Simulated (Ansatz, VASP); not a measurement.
# SnSe: VASP beside Ansatz, part 2 of 2

Aim: how closely do two programs agree when they are given the same cell, functional and k mesh? The cell is taken from a series of runs on this material, whose earlier steps may have relaxed, scaled, displaced or heated it; both programs get it as it stands.

VASP 6.6.1 and Ansatz 0.2.0.

So far. Step 2 (VASP: single point, PBE, pair 1): The run ends at a pressure of 2.22 GPa, with forces up to 0.014 eV/Å.

### Step 5. VASP: single point, PBE, pair 2

Level of this step: PBE; plane waves and PAW (Sn_d, Se) (VASP).

A single point gives forces, pressure and levels at one fixed geometry, so differences don't come from the geometry; what else differs is listed under the comparison. The cell compared in this pair holds 211.42 Å³, against 210.94 Å³ for the pair before.

INCAR

```
SYSTEM = SnSe
PREC = Accurate
ENCUT = 400
EDIFF = 1E-06
NELM = 120
ISMEAR = -1
SIGMA = 0.02
LREAL = .FALSE.
ALGO = Normal
GGA = PE
NBANDS = 49
LORBIT = 11
LWAVE = .FALSE.
LCHARG = .FALSE.
ISIF = 2
LASPH = .TRUE.
GGA_COMPAT = .FALSE.
EFERMI = MIDGAP
KPAR = 2
```

POSCAR

```
SnSe
1.0
   11.5000000000      0.0000000000      0.0000000000
    0.0000000000      4.1500000000      0.0000000000
    0.0000000000      0.0000000000      4.4300000000
Sn Se
4 4
Direct
    0.1180338767      0.2500000000      0.0993953415
    0.8819661233      0.7500000000      0.9006046585
    0.3819661233      0.7500000000      0.5993953415
    0.6180338767      0.2500000000      0.4006046585
    0.8567328488      0.2500000000      0.4777884865
    0.1432671512      0.7500000000      0.5222115135
    0.6432671512      0.7500000000      0.9777884865
    0.3567328488      0.2500000000      0.0222115135
```

KPOINTS

```
Automatic mesh
0
Gamma
2 6 6
0 0 0
```

Potentials, in the order of the species: Sn_d and Se (PBE family, release 64).

The run is started by

```bash
mpirun -np 2 vasp_std
```

Numbers of over 12 decimals in the logs are rounded to 6 here.

Log:

```text
[... set-up lines as in an earlier step ...]
 entering main loop
       N       E                     dE             d eps       ncg     rms          rms(c)
DAV:   1     0.798986380272E+03    0.79899E+03   -0.31986E+04  3337   0.181E+03
DAV:   2     0.990374640834E+02   -0.69995E+03   -0.67879E+03  3176   0.530E+02
DAV:   3    -0.254761421714E+02   -0.12451E+03   -0.11919E+03  3809   0.189E+02
DAV:   4    -0.332401203414E+02   -0.77640E+01   -0.76554E+01  3643   0.493E+01
[...]
DAV:  11    -0.327629222060E+02   -0.62847E-04   -0.26374E-04  4172   0.916E-02    0.205E-02
DAV:  12    -0.327629082780E+02    0.13928E-04   -0.39003E-05  3909   0.335E-02    0.752E-03
DAV:  13    -0.327629087894E+02   -0.51139E-06   -0.60640E-06  3008   0.927E-03
   1 F= -.32762909E+02 E0= -.32762909E+02  d E =-.443862E-06
```

OUTCAR, selected parts (step 5):

```text
  Total        3.0996440      3.0690873      2.6195946      0.0000000      0.0000000      0.0000000
  in kB       23.4894442     23.2578818     19.8515768      0.0000000      0.0000000      0.0000000
  external PRESSURE =      22.1996342 kB  Pullay stress =       0.0000000 kB

 POSITION                                       TOTAL-FORCE (eV/Angst)
 -----------------------------------------------------------------------------------
      1.35739      1.03750      0.44032        -0.015494      0.000000     -0.010548
     10.14261      3.11250      3.98968         0.015494     -0.000000      0.010548
      4.39261      3.11250      2.65532         0.015494     -0.000000     -0.010548
      7.10739      1.03750      1.77468        -0.015494      0.000000      0.010548
      9.85243      1.03750      2.11660         0.011627      0.000000     -0.005521
      1.64757      3.11250      2.31340        -0.011627     -0.000000      0.005521
      7.39757      3.11250      4.33160        -0.011627      0.000000     -0.005521
      4.10243      1.03750      0.09840         0.011627     -0.000000      0.005521
 -----------------------------------------------------------------------------------
    total drift:                               -0.000000      0.000000     -0.000000

  FREE ENERGIE OF THE ION-ELECTRON SYSTEM (eV)
  ---------------------------------------------------
  free  energy   TOTEN  =       -32.7629087894 eV

  energy  without entropy=      -32.7629083455  energy(sigma->0) =      -32.76290857

[... 1 part as in an earlier step ...]

[... 2 further parts left out ...]
[key lines of the parts left out:]
E-fermi :   5.8240
```

The run ends at a pressure of 2.22 GPa, with forces up to 0.019 eV/Å.

### Step 6. Ansatz: single point, PBE, pair 2

The same cell, functional, mesh and smearing now go to Ansatz, which takes its cutoff from its data sets.

The cell is taken from a series of runs on this material, whose earlier steps may have relaxed, scaled, displaced or heated it; both programs get it as it stands.

input.yaml

```yaml
crystal:
  lattice:
    - [11.5, 0.0, 0.0]
    - [0.0, 4.15, 0.0]
    - [0.0, 0.0, 4.43]
  atoms:
    - { symbol: Sn, position: [0.1180338767, 0.25, 0.0993953415] }
    - { symbol: Sn, position: [0.8819661233, 0.75, 0.9006046585] }
    - { symbol: Sn, position: [0.3819661233, 0.75, 0.5993953415] }
    - { symbol: Sn, position: [0.6180338767, 0.25, 0.4006046585] }
    - { symbol: Se, position: [0.8567328488, 0.25, 0.4777884865] }
    - { symbol: Se, position: [0.1432671512, 0.75, 0.5222115135] }
    - { symbol: Se, position: [0.6432671512, 0.75, 0.9777884865] }
    - { symbol: Se, position: [0.3567328488, 0.25, 0.0222115135] }
kpoints:
  mp_grid: { grid: [2, 6, 6] }
  band_path:
    path:
      - [[0.0, 0.0, 0.0], [0.5, 0.0, 0.0], [0.5, 0.5, 0.0], [0.0, 0.5, 0.0], [0.0, 0.0, 0.0], [0.0, 0.0, 0.5], [0.5, 0.0, 0.5], [0.5, 0.5, 0.5], [0.0, 0.5, 0.5], [0.0, 0.0, 0.5]]
      - [[0.5, 0.0, 0.0], [0.5, 0.0, 0.5]]
      - [[0.0, 0.5, 0.0], [0.0, 0.5, 0.5]]
      - [[0.5, 0.5, 0.0], [0.5, 0.5, 0.5]]
    npoints: 10
hamiltonian:
  xc: pbe
scf:
  occupations: { method: fermi_dirac, width: 0.02 }
  n_extra_bands: 6
output:
  eigenvalues: true
  write_density: true
  write_potential: true
  elf: true
  volumetric_format: npy
```

The run is started by

```bash
ansatz run input.yaml --threads 8 --pin off --max-ram 55296MiB --backend cuda --devices 1 --max-vram 24GiB --events-out ev --progress --plain --runs-dir out
```

Log:

```text
[...]
GPUs: using 1 of 1 available (devices: 1).
[...]
GPU FFT provider: cuFFT
GPU libraries: cuBLAS 13.8.2, cuFFT 12.4.0, cuSOLVER 12.3.4
Crystal: 8 atoms, lattice volume = 211.422 Å³
Basis set: ecut = 420 eV, 4121 PW (Γ)
Bands: 66, of which v1, the nominal top of the filled ones, is band 60 counted from 1 (59 counted from 0)
Symmetry: 8 space group operations
[...]
k-points: 32 of 72
[...]
--- Band table (eV; the first three rows and the last of 32) ---
  k-point 0: bands = [... 56 lower, 7.5972, 7.9119, 8.4206, 8.6361, 9.7765, 12.0932, 12.2623, 12.2869, ... 2 higher]
  k-point 1: bands = [... 56 lower, 7.6666, 8.1585, 8.4210, 8.6503, 9.8523, 11.2162, 11.9076, 12.1014, ... 2 higher]
  k-point 2: bands = [... 56 lower, 7.9550, 8.4937, 8.6881, 9.1987, 10.0584, 10.4685, 10.7273, 10.8764, ... 2 higher]
  k-point 31: bands = [... 56 lower, 7.5898, 7.5898, 7.5898, 7.5898, 11.5936, 11.5936, 11.5936, 11.5936, ... 2 higher]
[key lines of the parts left out:]
SCF converged after 7 iterations
Free energy (F): -45976.549456 eV
Fermi energy:    9.421157 eV
```

### Step 7. Side by side

What differs besides the data sets and the points named for the pairs above, as far as they apply: the data sets hold 120 valence electrons in Ansatz (on its default PAW (the set named soft_2) files) and 80 in VASP. Total energies have different zeros and are not compared.

Both answers:

| quantity | Ansatz | VASP | difference |
| --- | --- | --- | --- |
| gap on the k mesh (eV) | 0.445 | 0.440 | +0.005 |

A gap on the mesh is an upper bound, since the band edges may lie between its points.

### Step 8. Summary of results

```json
{"difference in gap on the k mesh (single point, PBE, pair 1)": "0.0046 eV", "difference in gap on the k mesh (single point, PBE, pair 2)": "0.0047 eV"}
```

In words: The difference in gap on the k mesh is 0.0047 eV (single point, PBE, pair 2), within the 0.08 eV picked in this series as the mark of a large difference. The data sets hold unlike numbers of valence electrons (120 in Ansatz and 80 in VASP), so part of the differences comes from the potentials. How closely two codes agree says nothing of how well the functional describes the real material.

[Lines on the potential files, build, host, timing and source positions are cut from VASP's logs without a mark.]

[Logs are printed without paths, hosts, clocks, repeated set-up lines and the standing remarks that a program may print on its own settings, such as how far it seeks lower states.]

[Hosts, paths, dates, database ids (printed as entryN), source tags and the programs' standing remarks are cut or masked in the printed files.]
